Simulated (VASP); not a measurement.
# KTiB4 (P6/mmm) in VASP: relaxation of cell and atoms with PBE

Aim: the relaxation of cell and atoms of KTiB4 with PBE.

Program: VASP 6.6.1. These are calculated values, not measurements. Logs are shortened: lines on timing, memory, paths and dates and some standing lists are left out, and cuts for length are marked.

## 1. Starting point

It takes space group P6/mmm (No. 191, hexagonal). The conventional cell has a = 3.100 Å, b = 3.100 Å, c = 6.872 Å, α = 90.00°, β = 90.00°, γ = 120.00°. Around K (site symmetry 6/mmm) lie 12 B at 2.56 Å. Around Ti (site symmetry 6/mmm) lie 12 B at 2.40 Å. B (site symmetry 3m) has 3 B at 1.79 Å as nearest neighbours.

The cell was built by a generator and needn't be a form met in nature.

## 2. Relaxation of cell and atoms, PBE

File INCAR:

```
SYSTEM = KTiB4
PREC = Accurate
ENCUT = 600
EDIFF = 1E-6
ISMEAR = 0
SIGMA = 0.1
LREAL = .False.
LASPH = .True.
NELM = 60
ALGO = Fast
ISIF = 3
LWAVE = .False.
LCHARG = .False.
GGA = PE
IBRION = 2
NSW = 90
EDIFFG = -0.04
```

File KPOINTS:

```
regular mesh
0
Gamma
  6 6 4
  0 0 0
```

File POSCAR:

```
KTiB4
1.0
    3.1000000000      0.0000000000      0.0000000000
   -1.5500000000      2.6846787500      0.0000000000
    0.0000000000      0.0000000000      6.8719273800
K Ti B
1 1 4
Direct
    0.0000000000      0.0000000000      0.5000000000
    0.0000000000      0.0000000000      0.0000000000
    0.3333333300      0.6666666700      0.7671686700
    0.6666666700      0.3333333300      0.7671686700
    0.3333333300      0.6666666700      0.2328313300
    0.6666666700      0.3333333300      0.2328313300
```

Potentials or basis: VASP PAW PBE potentials, release 64 (K_sv, Ti_sv, B).

On the command line:

```console
$ cat potpaw_PBE.64/K_sv/POTCAR potpaw_PBE.64/Ti_sv/POTCAR potpaw_PBE.64/B/POTCAR > POTCAR
$ mpirun -np 1 vasp_std > vasp.out
```

OUTCAR:

```text
SYSTEM = KTiB4
   PREC = Accurate
   ENCUT = 600
   EDIFF = 1E-6
   ISMEAR = 0
   LREAL = .False.
   LASPH = .True.
   NELM = 60
   ISIF = 3
   GGA = PE
   IBRION = 2
   NSW = 90
   EDIFFG = -0.04

 ion  position               nearest neighbor table
   1  0.000  0.000  0.500-   3 2.56   4 2.56   5 2.56   6 2.56   3 2.56   5 2.56   4 2.56   6 2.56
                             4 2.56   6 2.56   3 2.56   5 2.56
   2  0.000  0.000  0.000-   3 2.40   4 2.40   5 2.40   6 2.40   3 2.40   5 2.40   4 2.40   6 2.40
                             4 2.40   6 2.40   3 2.40   5 2.40
   3  0.333  0.667  0.767-   4 1.79   4 1.79   4 1.79   2 2.40   2 2.40   2 2.40   1 2.56   1 2.56
                             1 2.56
   4  0.667  0.333  0.767-   3 1.79   3 1.79   3 1.79   2 2.40   2 2.40   2 2.40   1 2.56   1 2.56
                             1 2.56
   5  0.333  0.667  0.233-   6 1.79   6 1.79   6 1.79   2 2.40   2 2.40   2 2.40   1 2.56   1 2.56
                             1 2.56
   6  0.667  0.333  0.233-   5 1.79   5 1.79   5 1.79   2 2.40   2 2.40   2 2.40   1 2.56   1 2.56
                             1 2.56

  LATTYP: Found a hexagonal cell.
 ALAT       =     3.1000000000
 C/A-ratio  =     2.2167507677

  Lattice vectors:

 A1 = (   3.1000000000,   0.0000000000,   0.0000000000)
 A2 = (  -1.5500000000,   2.6846787500,   0.0000000000)
 A3 = (   0.0000000000,   0.0000000000,   6.8719273800)

Analysis of symmetry for initial positions (statically):
=====================================================================
 Subroutine PRICEL returns:
 Original cell was already a primitive cell.

 Routine SETGRP: Setting up the symmetry group for a
 hexagonal supercell.

 Subroutine GETGRP returns: Found 24 space group operations
 (whereof 24 operations were pure point group operations)
 out of a pool of 24 trial point group operations.

The static configuration has the point symmetry D_6h.

Analysis of symmetry for dynamics (positions and initial velocities):
=====================================================================
 Subroutine PRICEL returns:
 Original cell was already a primitive cell.

 Routine SETGRP: Setting up the symmetry group for a
 hexagonal supercell.

 Subroutine GETGRP returns: Found 24 space group operations
 (whereof 24 operations were pure point group operations)
 out of a pool of 24 trial point group operations.

The dynamic configuration has the point symmetry D_6h.

 Subroutine INISYM returns: Found 24 space group operations
 (whereof 24 operations are pure point group operations),
 and found     1 'primitive' translations

----------------------------------------------------------------------------------------

                                     Primitive cell

  volume of cell :      57.1916

  direct lattice vectors                    reciprocal lattice vectors
     3.100000000  0.000000000  0.000000000     0.322580645  0.186242022  0.000000000
    -1.550000000  2.684678750  0.000000000     0.000000000  0.372484045  0.000000000
     0.000000000  0.000000000  6.871927380     0.000000000  0.000000000  0.145519582

  length of vectors
     3.100000000  3.099999999  6.871927380     0.372484045  0.372484045  0.145519582

  position of ions in fractional coordinates (direct lattice)
     0.000000000  0.000000000  0.500000000
     0.000000000  0.000000000  0.000000000
     0.333333330  0.666666670  0.767168670
     0.666666670  0.333333330  0.767168670
     0.333333330  0.666666670  0.232831330
     0.666666670  0.333333330  0.232831330

  ion indices of the primitive-cell ions
   primitive index   ion index
                 1           1
                 2           2
                 3           3
                 4           4
                 5           5
                 6           6

----------------------------------------------------------------------------------------

 KPOINTS: regular mesh

Automatic generation of k-mesh.
 Grid dimensions read from file:
 generate k-points for:    6    6    4

 Generating k-lattice:

  Cartesian coordinates                     Fractional coordinates (reciprocal lattice)
     0.053763441  0.031040337  0.000000000     0.166666667  0.000000000  0.000000000
     0.000000000  0.062080674  0.000000000     0.000000000  0.166666667  0.000000000
     0.000000000  0.000000000  0.036379896     0.000000000  0.000000000  0.250000000

  Length of vectors
     0.062080674  0.062080674  0.036379896

  Shift w.r.t. Gamma in fractional coordinates (k-lattice)
     0.000000000  0.000000000  0.000000000

 Subroutine IBZKPT returns following result:
 ===========================================

 Found     21 irreducible k-points:

 Following reciprocal coordinates:
            Coordinates               Weight
  0.000000  0.000000  0.000000      1.000000
  0.166667  0.000000  0.000000      6.000000
  0.333333  0.000000  0.000000      6.000000
  0.500000  0.000000  0.000000      3.000000
  0.166667  0.166667  0.000000      6.000000
  0.333333  0.166667  0.000000     12.000000
[... 13 lines left out ...]
  0.333333  0.166667  0.500000     12.000000
  0.333333  0.333333  0.500000      2.000000
   k-points           NKPTS =     21   k-points in BZ     NKDIM =     21   number of bands    NBANDS=     20
   number of dos      NEDOS =    301   number of ions     NIONS =      6
   total plane-waves  NPLWV =  43904
   dimension x,y,z NGX =    28 NGY =   28 NGZ =   56
   dimension x,y,z NGXF=    56 NGYF=   56 NGZF=  112
   ions per type =               1   1   4
   NGX,Y,Z   is equivalent  to a cutoff of  15.02, 15.02, 13.55 a.u.
   NGXF,Y,Z  is equivalent  to a cutoff of  30.03, 30.03, 27.10 a.u.
 SYSTEM =  KTiB4
   PREC   = accura    normal or accurate (medium, high low for compatibility)
   ISTART =      0    job   : 0-new  1-cont  2-samecut
   ICHARG =      2    charge: 1-file 2-atom 10-const
   ISPIN  =      1    spin polarized calculation?
   LNONCOLLINEAR =      F non collinear calculations
   LSORBIT =      F    spin-orbit coupling
   LASPH  =      T    aspherical Exc in radial PAW
   ENCUT  =  600.0 eV  44.10 Ry    6.64 a.u.   6.19  6.19 13.72*2*pi/ulx,y,z
   NELM   =     60;   NELMIN=  2; NELMDL= -5     # of ELM steps
   EDIFF  = 0.1E-05   stopping-criterion for ELM
   LREAL  =      F    real-space projection
   EDIFFG = -.4E-01   stopping-criterion for IOM
   NSW    =     90    number of steps for IOM
   IBRION =      2    ionic relax: 0-MD 1-quasi-New 2-CG
   NFREE  =      1    steps in history (QN), initial steepest desc. (CG)
   ISIF   =      3    stress and relaxation
   ISYM   =      2    0-nonsym 1-usesym 2-fastsym
   POTIM  = 0.5000    time-step for ionic-motion
   TEBEG  =    0.0;   TEEND  =   0.0 temperature during run
   PSTRESS=    0.0 pullay stress
   NELECT =      33.0000    total number of electrons
   NUPDOWN=      -1.0000    fix difference up-down
   EMIN   =  10.00;   EMAX   =-10.00  energy-range for DOS
   EFERMI =   0.00;   METHOD = LEGACY
   ISMEAR =     0;   SIGMA  =   0.10  broadening in eV -4-tet -1-fermi 0-gaus
   EFERMI_NEDOS =   21; number of points for ismear=-14 and -15
   IALGO  =     68    algorithm
   IMIX   =      4    mixing-type and parameters
     AMIX     =   0.40;   BMIX     =  1.00
     AMIX_MAG =   1.60;   BMIX_MAG =  1.00
  volume/ion in A,a.u.               =       9.53        64.32
  Fermi-wavevector in a.u.,A,eV,Ry     =   1.362915  2.575535 25.273311  1.857536
  Thomas-Fermi vector in A             =   2.489363
   LORBIT       =      0    0 simple, 1 ext, 2 COOP (PROOUT), +10 PAW based schemes
   GGA     = PE    functional components
   LHFCALC =     F    Hartree Fock is set to
   AEXX    =    0.0000 exact exchange contribution
   IVDW    =     0    specifies the selected vdW correction
   LEPSILON=     F    determine dielectric tensor
   LRPA    =     F    only Hartree local field effects (RPA)
 conjugate gradient relaxation of ions
 non-spin polarized calculation
 RMM-DIIS sequential band-by-band and
 Gauss-broadening in eV      SIGMA  =   0.10
  energy-cutoff  :      600.00
  volume of cell :       57.19
 maximum number of plane-waves:      1928
 NGX is ok and might be reduce to    28
   NGX = 13   NGY = 13   NGZ = 27

--------------------------------------- Ionic step        1  -------------------------------------------

 number of electron      32.9999998 magnetization

 Free energy of the ion-electron system (eV)
  ---------------------------------------------------
  ext. energy  EPLUGINS =         0.00000000
  ---------------------------------------------------
  free energy    TOTEN  =       -34.64596224 eV

  energy without entropy =      -34.63640060  energy(sigma->0) =      -34.64118142

------------------------ aborting loop EDIFF was not reached (unconverged)  ----------------------------

  FORCE on cell =-STRESS in cart. coord.  units (eV):
  Direction    XX          YY          ZZ          XY          YZ          ZX
  --------------------------------------------------------------------------------------
  -------------------------------------------------------------------------------------
  Total        1.8624224      1.8624224     19.0724565      0.0000000      0.0000000     -0.0000000
  in kB       52.1742481     52.1742480    534.2993372      0.0000000      0.0000000     -0.0000000
  external PRESSURE =     212.8826111 kB  Pullay stress =       0.0000000 kB
[... 101 lines left out ...]
  FREE ENERGIE OF THE ION-ELECTRON SYSTEM (eV)
  ---------------------------------------------------
  free  energy   TOTEN  =       -36.9616409025 eV

  energy  without entropy=      -36.9553993312  energy(sigma->0) =      -36.95852012

[... ionic steps 4 to 9 ...]

--------------------------------------- Ionic step       10  -------------------------------------------

 number of electron      33.0000005 magnetization

------------------------ aborting loop because EDIFF is reached ----------------------------------------

  FORCE on cell =-STRESS in cart. coord.  units (eV):
  Direction    XX          YY          ZZ          XY          YZ          ZX
  --------------------------------------------------------------------------------------
  -------------------------------------------------------------------------------------
  Total       -0.0344091     -0.0344091     -0.0879653     -0.0000000     -0.0000000      0.0000000
  in kB       -0.8238662     -0.8238662     -2.1061775     -0.0000000     -0.0000000      0.0000000
  external PRESSURE =      -1.2513033 kB  Pullay stress =       0.0000000 kB
[... 65 lines left out ...]
  energy  without entropy=      -37.5537715607  energy(sigma->0) =      -37.55661353

--------------------------------------- Ionic step       12  -------------------------------------------

 number of electron      33.0000005 magnetization

 Free energy of the ion-electron system (eV)
  ---------------------------------------------------
  ext. energy  EPLUGINS =         0.00000000
  ---------------------------------------------------
  free energy    TOTEN  =       -37.55999328 eV

  energy without entropy =      -37.55432278  energy(sigma->0) =      -37.55715803

 E-fermi :   5.1575     XC(G=0): -11.0576

 val. band max:        5.1385215168   @ k =   0.3333   0.0000   0.0000
 cond. band min:       5.5248381550   @ k =   0.3333   0.3333   0.0000
 fundamental gap:      0.3863166382
 Fermi energy:         5.1574697709

 k-point     1 :       0.0000    0.0000    0.0000
  band No.  band energies     occupation
      1     -51.0463      2.00000
      2     -27.5161      2.00000
      3     -27.0722      2.00000
      4     -27.0722      2.00000
      5     -25.9437      2.00000
      6      -9.4074      2.00000
[... 12 lines left out ...]
     19       6.5930      0.00000
[... 492 lines left out ...]
  FREE ENERGIE OF THE ION-ELECTRON SYSTEM (eV)
  ---------------------------------------------------
  free  energy   TOTEN  =       -37.5599932770 eV

  energy  without entropy=      -37.5543227791  energy(sigma->0) =      -37.55715803

 reached required accuracy - stopping structural energy minimisation
```

Run time: 7.9 min. Hardware: 1 thread of AMD EPYC 9R45 (Zen 5), shared host; peak memory 0.2 GiB.

Results:

```
Free energy                            : -37.5600 eV
Relaxed volume                         : 11.15 Å³/atom
Relaxed cell                           : a = 3.076 Å, b = 3.076 Å, c = 8.160 Å, α = 90.00°, β = 90.00°, γ = 120.00°
Space group after relaxing (to 0.05 Å) : P6/mmm (No. 191)
Energy gained by relaxing              : 485.7 meV/atom
Ionic steps                            : 12
Pressure after relaxing                : 0.1 GPa
Largest force after relaxing           : 0.022 eV/Å
Band gap on the k mesh                 : none (metal or under the smearing width)
```

Forces on the atoms (eV/Å):
```
K    0.000  0.000  0.000
Ti   0.000  0.000  0.000
B    0.000  0.000  0.022
B    0.000  0.000  0.022
B    0.000  0.000 -0.022
B    0.000  0.000 -0.022
```

Stress tensor (GPa, compression positive):
```
 0.19  0.00  0.00
 0.00  0.19  0.00
 0.00  0.00 -0.02
```

The path:
| step | energy change (eV) | largest force (eV/Å) | pressure (GPa) | volume (Å³) |
| --- | --- | --- | --- | --- |
| 1 | 0.0000 | 2.6215 | 21.29 | 57.19 |
| 2 | -1.1974 | 0.8930 | -5.82 | 67.95 |
| 3 | -2.3157 | 1.2218 | -10.93 | 70.45 |
| 4 | -2.7610 | 0.5807 | 3.13 | 64.97 |
| 5 | -2.7630 | 0.6133 | 2.28 | 65.22 |
| 6 | -2.8930 | 0.1625 | 2.43 | 65.41 |
| 7 | -2.8982 | 0.0367 | 2.54 | 65.46 |
| 8 | -2.9088 | 0.0825 | -1.25 | 67.28 |
| 9 | -2.9100 | 0.0709 | -0.44 | 66.83 |
| 10 | -2.9134 | 0.0545 | -0.13 | 66.92 |
| 11 | -2.9135 | 0.0522 | -0.09 | 66.93 |
| 12 | -2.9140 | 0.0219 | 0.12 | 66.87 |

Final structure:
```
K Ti B
1.0
     3.07620    0.00000    0.00000
    -1.53810    2.66407    0.00000
     0.00000    0.00000    8.16011
K Ti B
1 1 4
Direct
  0.00000 0.00000 0.50000
  0.00000 0.00000 0.00000
  0.33333 0.66667 0.80978
  0.66667 0.33333 0.80978
  0.33333 0.66667 0.19022
  0.66667 0.33333 0.19022
```

Levels at points of the mesh, in eV from the Fermi level:
```csv
k point,band 14,band 15,band 16,band 17,band 18,band 19
"(0.00, 0.00, 0.00)",-0.85,0.59,1.18,1.18,1.44,1.44
"(0.50, 0.00, 0.00)",-1.75,-1.36,-1.05,-0.67,1.79,3.49
"(0.00, 0.00, 0.50)",-0.85,1.16,1.16,1.38,1.44,1.44
"(0.50, 0.00, 0.50)",-1.59,-1.40,-1.23,-0.45,2.00,2.88
```

Caveat: the k mesh is coarse (spacing up to 0.39 Å⁻¹), so the values aren't converged; the volume moved by over 15 % at a fixed basis, so the end points are rough.
